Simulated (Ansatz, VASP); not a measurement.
# Cross-check of Sn between VASP and Ansatz

Aim: how closely do two programs agree when they are given the same cell, functional and k mesh? The cell is taken from a series of runs on this material, whose earlier steps may have relaxed, scaled, displaced or heated it; both programs get it as it stands.

Main program and level: Ansatz 0.2.0; plane waves, with VASP 6.6.1 beside it; zone-centre phonons at LDA.

### 1. Set-up

The structure is cubic, space group Fd-3m (No. 227). Conventional cell: a = 6.516 Å, b = 6.516 Å, c = 6.516 Å, α = 90.00°, β = 90.00°, γ = 90.00°. Nearest to Sn lie 4 Sn at 2.82 Å.

### 2. Ansatz: zone-centre phonons, LDA, pair 1

Ansatz runs on its PAW soft_1 files.

Second derivatives magnify differences that forces hide, and they need a tight electronic threshold.

Contents of input.yaml:

```yaml
crystal:
  lattice:
    - [0.0, 3.2581657038, 3.2581657038]
    - [3.2581657038, 0.0, 3.2581657038]
    - [3.2581657038, 3.2581657038, 0.0]
  atoms:
    - { symbol: Sn, position: [0.5, 0.5, 0.5] }
    - { symbol: Sn, position: [0.75, 0.75, 0.75] }
kpoints:
  mp_grid: { grid: [12, 12, 12] }
hamiltonian:
  xc: lda
  pseudopotentials: { kind: paw, azcp: { folder: soft_1 }, xc_functional: pbe }
scf:
  occupations: { method: methfessel_paxton, width: 0.2 }
output:
  eigenvalues: true
phonons:
  method: dfpt
```

Launch:

```sh
ansatz run input.yaml --threads 4 --pin off --max-ram 10240MiB --backend cpu --events-out ev --progress --plain --runs-dir out
```

Numbers of over 12 decimals in the logs are rounded to 6 here.

Log:

```text
zone centre: on kpoints.mp_grid the ground state, and the responses unless they are solved on pairs of k-points, stand on 163 of the mesh's 1728 k-points, reduced under 8 symmetry operations, with k and −k counted as one. Each operation leaves every solved displacement unchanged or reverses it
Engine: ansatz 0.2.0, aarch64-unknown-linux-gnu
Pseudopotentials: kind: paw
Pseudopotential: Sn, paw, valence charge 14, recommended cutoff 420 eV (normal), soft_1/Sn.paw.azcp
Functional definition: SPW92
  exchange = slater_x
  correlation = pw_c
Crystal: 2 atoms, lattice volume = 69.175 Å³
Basis set: ecut = 420 eV, 1363 PW (Γ), exchange–correlation on 64×64×64 points (8 copies of the dense FFT grid, shifted against one another)
Bands: 18, of which v1, the nominal top of the filled ones, is band 14 counted from 1 (13 counted from 0)
Symmetry: 48 space group operations
k-points: 163 of 1728 (irreducible under 8 space group operations, time reversal used)
Non-local potential: Sn, projectors of the file, l = 0: 2, l = 1: 2, l = 2: 2, l = 3: 1
PAW form: soft (Blöchl's): semilocal exchange-correlation on the pseudo side does not see the compensation charge
PAW frozen core: Sn, regenerated for the run's functional, and the local potential with it (the file was generated under x = pbe(κ = 0.804, μ = 0.219515), c = pbe(β = 0.066725))
PAW one-centre angular grid: Sn, 590 points (default); XC on 64 Gauss nodes
Initial density: superposition of atomic densities (chi_scale 0.1, normalization cell)
Initial wavefunctions: pseudopotential atomic-orbital guess
Functional: x = slater, c = lda
SCF iter   1: F=—  HF=-11759.271568 eV  |F-HF|=—  |Δ(HF+E_count)|=         —  Δρ=2.20e-2  dr2=3.77e-1  ethr=3.10e-3  ⟨swp⟩=5.6  Hψ=15131  notcnv=0
preconditioner: auto → Kerker (q_TF=auto, 2.347 Å⁻¹)  [metal: Δε(μ)=0.044 eV  Ē_g=19.888 eV  σ=0.200 eV  W_gap=0.18  n_scr=14 (ndim 8)  ℏωp=23.6 eV  f_vac=0.007  D(μ)=0.18/eV (n_scr^D=0)]
SCF iter   2: F=—  HF=-11759.196659 eV  |F-HF|=—  |Δ(HF+E_count)|=   7.49e-2  S|Δr|=    0.00e0  Δρ=1.40e-2  dr2=1.78e-1  ethr=1.35e-3  ⟨swp⟩=1.0  Hψ=4238  notcnv=0
SCF iter   3: F=—  HF=-11759.147771 eV  |F-HF|=—  |Δ(HF+E_count)|=   4.89e-2  S|Δr|=    0.00e0  Δρ=3.06e-3  dr2=1.74e-2  ethr=6.34e-4  ⟨swp⟩=1.3  Hψ=3118  notcnv=0
SCF iter   4: F=—  HF=-11759.145333 eV  |F-HF|=—  |Δ(HF+E_count)|=   2.44e-3  S|Δr|=    0.00e0  Δρ=1.54e-3  dr2=3.00e-3  ethr=6.22e-5  ⟨swp⟩=2.0  Hψ=3573  notcnv=0
SCF iter   5: F=—  HF=-11759.145515 eV  |F-HF|=—  |Δ(HF+E_count)|=   1.82e-4  S|Δr|=    0.00e0  Δρ=2.68e-4  dr2=5.92e-5  ethr=1.07e-5  ⟨swp⟩=2.0  Hψ=3587  notcnv=0
SCF iter   6: F=—  HF=-11759.145533 eV  |F-HF|=—  |Δ(HF+E_count)|=   1.85e-5  S|Δr|=    0.00e0  Δρ=5.08e-5  dr2=1.44e-6  ethr=2.11e-7  ⟨swp⟩=2.0  Hψ=3602  notcnv=0
SCF iter   7: F=—  HF=-11759.145535 eV  |F-HF|=—  |Δ(HF+E_count)|=   1.47e-6  S|Δr|=    0.00e0  Δρ=8.24e-6  dr2=3.25e-8  ethr=5.14e-9  ⟨swp⟩=3.0  Hψ=5243  notcnv=0
SCF iter   8: F=—  HF=-11759.145535 eV  |F-HF|=—  |Δ(HF+E_count)|=   6.54e-8  S|Δr|=    0.00e0  Δρ=1.47e-6  dr2=1.96e-9  ethr=1.16e-10  ⟨swp⟩=3.0  Hψ=5286  notcnv=0
SCF iter   9: F=—  HF=-11759.145535 eV  |F-HF|=—  |Δ(HF+E_count)|=   1.07e-9  S|Δr|=    0.00e0  Δρ=2.98e-7  dr2=4.52e-11  ethr=7.00e-12  ⟨swp⟩=2.2  Hψ=5211  notcnv=0
SCF iter  10: F=-11759.145535 eV  HF=-11759.145535 eV  |F-HF|=1.82e-12  |Δ(HF+E_count)|=  5.46e-11  S|Δr|=    0.00e0  Δρ=5.62e-8  dr2=1.53e-12  ethr=1.00e-12  ⟨swp⟩=6.2  Hψ=11840  notcnv=0
SCF 1 converged in 10 iterations: F = -11759.145535 eV  dr2 = 1.53e-12
  greatest PAW one-centre occupation: 0.992 electrons in one spin orbital (limit 2), on the Sn atom at site 1 (counted from 0), in its partial waves of l = 2
DFPT response loops at Γ: preconditioner auto → Kerker (q_TF=auto, 2.347 Å⁻¹) (partly filled bands, converged f_vac=0.086); β = 1.00, the filter's whole step (`scf.mixing.beta` (0.50) is not read by the response loops under this deck's `scf.mixing.preconditioner`; to damp them name `kerker` or `kerker_dos`, under which they read `scf.mixing.beta`, and type it under 1.00, their step now; both keys bind the ground state too); Broyden in place of MSR1
SCF converged after 10 iterations
Stability not checked: this state was not tested for a lower state beside it, because cold or Methfessel-Paxton smearing, or corrected tetrahedra, fill the levels in a way that the test cannot read (fill_not_monotonic; see scf.lower_state_search)
Free energy (F): -11759.145535 eV
Harris-Foulkes:  -11759.145535 eV  (|F-HF|=1.82e-12)
Internal energy: -11759.145098 eV  (E = F + TS)
E sigma→0 (E₀):  -11759.145425 eV
Entropy (-TS):   -0.000437 eV (-0.219 meV/atom)
Fermi energy:    7.359232 eV
--- Per-component energies (eV) ---
  E_band       = -258.377357
  E_kinetic    = 338.742302
  E_local      = -2644.889866  (includes V_loc(G=0)·N_el)
  E_nonlocal   = 298.914952
  E_hartree    = 1281.428596
  E_xc         = -249.823731
  E_vxc        = -162.064694  (∫ρ·V_xc dr)
  E_paw        = -8451.256680  (= ΣΔE_a)
  E_vpaw       = -651.937823  (= ΣTr[D̂ρ^β])
  E_aug_tail   = 0.000548  (compensation charges beyond the density's cutoff)
  E_ewald      = -2333.111001
  E_core_change = 0.849782  (= ΣΔE_core)
  E_smearing   = -0.000437  (= −TS)
  E_closure    = 0.000000  (closes the sum)
  Σ components = -11759.145535   (vs F -11759.145535, Δ=0.00e0)
--- Band table (eV; the first three rows and the last of 163) ---
  k-point 0: bands = [... 10 lower, -3.1921, 6.4521, 7.4800, 7.4800, 7.4800, 9.5417, 9.5417, 9.5417]
  k-point 1: bands = [... 10 lower, -3.1257, 5.6842, 7.3415, 7.3415, 7.8048, 9.7193, 9.7193, 9.8086]
  k-point 2: bands = [... 10 lower, -2.9294, 4.4830, 7.0451, 7.0451, 7.8173, 10.0966, 10.0966, 10.6407]
  k-point 162: bands = [... 10 lower, -0.0934, -0.0934, 4.3990, 4.3990, 10.7130, 10.7130, 11.3853, 11.3853]
--- Phonons (Γ-DFPT): 1 representative perturbation + reference, on 163 of 1728 k-points (Σ response iterations 3) ---
  k mesh reduced under 8 symmetry operations, with k and −k counted as one. Each operation leaves every solved displacement unchanged or reverses it
  ASR residual: 1.080e-5 → 0.000e0 eV/Å²; symmetrization residual: 1.825e-12 eV/Å²
  ASR residual per site (eV/Å²): 1.08e-5 1.08e-5
  Γ frequencies (cm⁻¹): 0.00 0.00 0.00 179.02 179.02 179.02
  non-analytic LO–TO correction: not included (Born effective charges unavailable; polar crystals: no LO–TO splitting at Γ)
```

The column dr2 measures how far the density is from self-consistency, as an energy; F and HF (Harris–Foulkes) agree once it is small.

### 3. VASP: zone-centre phonons, LDA, pair 1

The same cell, functional (in two slightly different forms), mesh and smearing now go to VASP, with its own data sets.

Lines of VASP's logs that name or quote its potential files are left out, and so is its time.

Contents of INCAR:

```
SYSTEM = Sn
PREC = Accurate
ENCUT = 500
EDIFF = 1E-08
NELM = 120
ISMEAR = 1
SIGMA = 0.2
LREAL = .FALSE.
ALGO = Normal
GGA = CA
NBANDS = 20
LORBIT = 11
LWAVE = .FALSE.
LCHARG = .FALSE.
ISIF = 2
IBRION = 8
LASPH = .TRUE.
GGA_COMPAT = .FALSE.
KPAR = 2
```

Contents of POSCAR:

```
Sn
1.0
    0.0000000000      3.2581657038      3.2581657038
    3.2581657038      0.0000000000      3.2581657038
    3.2581657038      3.2581657038      0.0000000000
Sn
2
Direct
    0.5000000000      0.5000000000      0.5000000000
    0.7500000000      0.7500000000      0.7500000000
```

Contents of KPOINTS:

```
Automatic mesh
0
Gamma
12 12 12
0 0 0
```

The projector-augmented-wave data sets are Sn_d (LDA family, release 64).

Launch:

```sh
mpirun -np 2 vasp_std
```

Log:

```text
[banner, memory and clock lines left out]
running    2 mpi-ranks, on    1 nodes
 distrk:  each k-point on    1 cores,    2 groups
 distr:  one band on    1 cores,    1 groups

 POSCAR found type information on POSCAR Sn
 POSCAR found :  1 types and       2 ions
 LDA part: xc-table for (Slater(with rela. corr.)+CA(PZ))
 , standard interpolation
 POSCAR, INCAR and KPOINTS ok, starting setup
 FFT: planning ... GRIDC
 FFT: planning ... GRID_SOFT
 FFT: planning ... GRID
 WAVECAR not read
 entering main loop
       N       E                     dE             d eps       ncg     rms          rms(c)
DAV:   1     0.217920181911E+03    0.21792E+03   -0.14840E+04  2900   0.199E+03
DAV:   2     0.139877209088E+02   -0.20393E+03   -0.20039E+03  2900   0.430E+02
DAV:   3    -0.831343404990E+01   -0.22301E+02   -0.22180E+02  3280   0.142E+02
DAV:   4    -0.903576453125E+01   -0.72233E+00   -0.72197E+00  3248   0.289E+01
DAV:   5    -0.906123086292E+01   -0.25466E-01   -0.25466E-01  3940   0.529E+00    0.324E+00
DAV:   6    -0.897921439346E+01    0.82016E-01   -0.41376E-02  3652   0.225E+00    0.182E+00
DAV:   7    -0.893860723317E+01    0.40607E-01   -0.59571E-02  3008   0.223E+00    0.145E-01
DAV:   8    -0.893915215626E+01   -0.54492E-03   -0.53143E-03  3312   0.837E-01    0.519E-02
DAV:   9    -0.893923660519E+01   -0.84449E-04   -0.17129E-04  3760   0.988E-02    0.146E-02
DAV:  10    -0.893923763581E+01   -0.10306E-05   -0.13685E-05  3836   0.428E-02    0.386E-03
DAV:  11    -0.893923801105E+01   -0.37524E-06   -0.10929E-06  3188   0.692E-03    0.148E-03
DAV:  12    -0.893923800789E+01    0.31591E-08   -0.52345E-08  3272   0.206E-03
   1 F= -.89392380E+01 E0= -.89390784E+01  d E =-.478718E-03
 Linear response reoptimize wavefunctions to high precision
DAV:   1    -0.893923800994E+01   -0.20527E-08   -0.51325E-09  2840   0.549E-04
DAV:   2    -0.893923800998E+01   -0.40473E-10   -0.35044E-10  1852   0.196E-04
 Linear response DOF=           1
 Linear response progress:
  Degree of freedom:   1/  1
       N       E                     dE             d eps       ncg     rms          rms(c)
RMM:   1    -0.216547644807E+00   -0.21655E+00    0.58810E-01 14055   0.102E+01
RMM:   2    -0.223383998371E+00   -0.68364E-02   -0.20217E-02 19623   0.118E+00    0.692E-02
RMM:   3    -0.223562453482E+00   -0.17846E-03   -0.16608E-03 20602   0.328E-01    0.319E-02
RMM:   4    -0.223476843404E+00    0.85610E-04   -0.11673E-04 20577   0.987E-02    0.109E-02
RMM:   5    -0.223472425162E+00    0.44182E-05   -0.18122E-05 20945   0.326E-02    0.386E-03
RMM:   6    -0.223474280289E+00   -0.18551E-05   -0.96241E-07 20731   0.970E-03    0.179E-03
RMM:   7    -0.223474485587E+00   -0.20530E-06   -0.71338E-07 20710   0.348E-03    0.358E-04
RMM:   8    -0.223472293275E+00    0.21923E-05   -0.11544E-07 21127   0.128E-03    0.233E-04
RMM:   9    -0.223471094389E+00    0.11989E-05   -0.75105E-08 21158   0.509E-04    0.384E-05
RMM:  10    -0.223471394270E+00   -0.29988E-06   -0.22961E-08 21973   0.224E-04    0.332E-05
RMM:  11    -0.223471284880E+00    0.10939E-06   -0.12000E-07 21463   0.118E-04    0.763E-06
RMM:  12    -0.223471260965E+00    0.23914E-07    0.81708E-08 22800   0.716E-05    0.571E-06
RMM:  13    -0.223471246500E+00    0.14466E-07    0.62598E-08 22249   0.515E-05    0.170E-06
RMM:  14    -0.223471237379E+00    0.91203E-08    0.27302E-08 22851   0.420E-05    0.118E-06
 first order change of Fermi-energy   0.76982E-04
 force on displaced ion       1 direction 1 :  -7.038   0.000   0.000
 Linear response finished
```

Parts of OUTCAR (step 3):

```text
ion  position               nearest neighbor table
   1  0.500  0.500  0.500-   2 2.82   2 2.82   2 2.82   2 2.82
   2  0.750  0.750  0.750-   1 2.82   1 2.82   1 2.82   1 2.82

  LATTYP: Found a face centered cubic cell.
 ALAT       =     6.5163314076

 Subroutine GETGRP returns: Found 48 space group operations
 (whereof 24 operations were pure point group operations)

The static configuration has the point symmetry T_d .
 The point group associated with its full space group is O_h .

 Found     72 irreducible k-points:

   k-points           NKPTS =     72   k-points in BZ     NKDIM =     72   number of bands    NBANDS=     20

   dimension x,y,z NGX =    36 NGY =   36 NGZ =   36
   dimension x,y,z NGXF=    72 NGYF=   72 NGZF=   72

   ENCUT  =  500.0 eV  36.75 Ry    6.06 a.u.   8.40  8.40  8.40*2*pi/ulx,y,z

   NELECT =      28.0000    total number of electrons

 k-points in reciprocal lattice and weights: Automatic mesh
   0.00000000  0.00000000  0.00000000       0.001
   0.08333333  0.00000000  0.00000000       0.005
   0.16666667  0.00000000  0.00000000       0.005
   0.25000000  0.00000000  0.00000000       0.005
   0.33333333  0.00000000  0.00000000       0.005
   0.41666667  0.00000000  0.00000000       0.005
   0.50000000  0.00000000  0.00000000       0.002
   0.08333333  0.08333333  0.00000000       0.003
   0.16666667  0.08333333  0.00000000       0.014
[...]
-0.33333333  0.50000000  0.16666667       0.007
  -0.25000000  0.50000000  0.25000000       0.003

 average (electrostatic) potential at core
       1-101.5111       2-101.5111

  Total       -0.3656548     -0.3656548     -0.3656548     -0.0000000      0.0000000      0.0000000
  in kB       -8.4690049     -8.4690049     -8.4690049     -0.0000000      0.0000000      0.0000000
  external PRESSURE =      -8.4690049 kB  Pullay stress =       0.0000000 kB

  energy-cutoff  :      500.00
  volume of cell :       69.18
      direct lattice vectors                 reciprocal lattice vectors
     0.000000000  3.258165704  3.258165704    -0.153460580  0.153460580  0.153460580
     3.258165704  0.000000000  3.258165704     0.153460580 -0.153460580  0.153460580
     3.258165704  3.258165704  0.000000000     0.153460580  0.153460580 -0.153460580

 POSITION                                       TOTAL-FORCE (eV/Angst)
 -----------------------------------------------------------------------------------
      3.25817      3.25817      3.25817         0.000000      0.000000      0.000000
      4.88725      4.88725      4.88725        -0.000000     -0.000000     -0.000000
 -----------------------------------------------------------------------------------
    total drift:                                0.000000      0.000000      0.000000

 Eigenvectors and eigenvalues of the dynamical matrix
 ----------------------------------------------------

   1 f  =    5.383464 THz    33.825303 2PiTHz  179.573036 cm-1    22.264209 meV
             X         Y         Z           dx          dy          dz
      3.258166  3.258166  3.258166     0.000000   -0.707107    0.000000
      4.887249  4.887249  4.887249     0.000000    0.707107    0.000000

   2 f  =    5.383464 THz    33.825303 2PiTHz  179.573036 cm-1    22.264209 meV
             X         Y         Z           dx          dy          dz
      3.258166  3.258166  3.258166    -0.707107    0.000000    0.000000
      4.887249  4.887249  4.887249     0.707107    0.000000    0.000000

   3 f  =    5.383464 THz    33.825303 2PiTHz  179.573036 cm-1    22.264209 meV
             X         Y         Z           dx          dy          dz
      3.258166  3.258166  3.258166     0.000000    0.000000   -0.707107
      4.887249  4.887249  4.887249     0.000000    0.000000    0.707107

   4 f  =    0.000000 THz     0.000000 2PiTHz    0.000000 cm-1     0.000000 meV
             X         Y         Z           dx          dy          dz
      3.258166  3.258166  3.258166     0.707107    0.000000    0.000000
      4.887249  4.887249  4.887249     0.707107    0.000000    0.000000

   5 f  =    0.000000 THz     0.000000 2PiTHz    0.000000 cm-1     0.000000 meV
             X         Y         Z           dx          dy          dz
      3.258166  3.258166  3.258166     0.000000    0.707107    0.000000
      4.887249  4.887249  4.887249     0.000000    0.707107    0.000000

   6 f  =    0.000000 THz     0.000000 2PiTHz    0.000000 cm-1     0.000000 meV
             X         Y         Z           dx          dy          dz
      3.258166  3.258166  3.258166     0.000000    0.000000    0.707107
      4.887249  4.887249  4.887249     0.000000    0.000000    0.707107

 ELASTIC MODULI CONTR FROM IONIC RELAXATION (kBar)
 Direction    XX          YY          ZZ          XY          YZ          ZX
 --------------------------------------------------------------------------------
 XX           0.0000      0.0000      0.0000      0.0000      0.0000      0.0000
 YY           0.0000      0.0000      0.0000      0.0000      0.0000      0.0000
 ZZ           0.0000      0.0000      0.0000      0.0000      0.0000      0.0000
 XY           0.0000      0.0000      0.0000   -197.9646      0.0000      0.0000
 YZ           0.0000      0.0000      0.0000      0.0000   -197.9646      0.0000
 ZX           0.0000      0.0000      0.0000      0.0000      0.0000   -197.9646
 --------------------------------------------------------------------------------
```

### 4. Side by side

Known differences besides the potentials themselves: the two LDA forms differ slightly; the cutoff is 420 eV in Ansatz and 500 eV in VASP; VASP's log shows a relativistic correction to its local exchange, Ansatz's none. Total energies have different zeros and are not compared.

Compared:

| quantity | Ansatz | VASP | difference |
| --- | --- | --- | --- |
| optical mode 1 to 3 (cm⁻¹) | 179.0 | 179.6 | -0.31 % |

Modes are paired by rising frequency, not by their patterns, so a pair may set unlike modes beside each other; they are those without the splitting of longitudinal modes.

(Part 1 of 2 ends here.)

[Lines on the potential files, build, host, timing and source positions are cut from VASP's logs without a mark.]

[Logs are printed without paths, hosts, clocks, repeated set-up lines and the standing remarks that a program may print on its own settings, such as how far it seeks lower states.]

[Hosts, paths, dates, database ids (printed as entryN), source tags and the programs' standing remarks are cut or masked in the printed files.]
